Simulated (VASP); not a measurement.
SnO₂ (rutile), at 0.96 of the tabulated volume:

```
CELL_PARAMETERS angstrom
      4.67594     0.00000     0.00000
      0.00000     4.67594     0.00000
      0.00000     0.00000     3.14689
ATOMIC_POSITIONS crystal
  Sn 0.00000 0.00000 0.00000
  Sn 0.50000 0.50000 0.50000
  O  0.30700 0.30700 0.00000
  O  0.80700 0.19300 0.50000
  O  0.19300 0.80700 0.50000
  O  0.69300 0.69300 0.00000
```

The lowest empty band near Γ, direction c, from PBE with spin-orbit coupling in VASP (PAW); its two spin partners are averaged. The gap over the points computed is 1.74 eV, and the next band on that side lies 4.72 eV away at the edge.

Settings: 520 eV cut-off, 5×5×8 Γ-centred mesh, Gaussian smearing of 0.050 eV, potentials Sn_d O.

| distance from the edge in k (1/Å) | distance in energy (meV) |
|---|---|
| 0.018 | 6.1 |
| 0.025 | 11.8 |
| 0.035 | 23.0 |
| 0.050 | 46.5 |
| 0.070 | 90.1 |

Question: Fit E(1 + αE) = ħ²k²/2m* (ħ²/2m0 = 3.810 eV Å²) and predict the row at 0.095 1/Å.

Answer: Least squares on the energies gives the electron mass m* = 0.202 m0 and α = 0.29 per eV, and so 162.6 meV. The run gave 162.6 meV, +0.0 meV from the fit.

Left out are points under 3 meV from the edge, since the levels carry 0.1 meV, and points farther than half the way to the next band.

The compound is SnO2 in the rutile structure. The cell was not relaxed at this level, forces remain on its atoms.
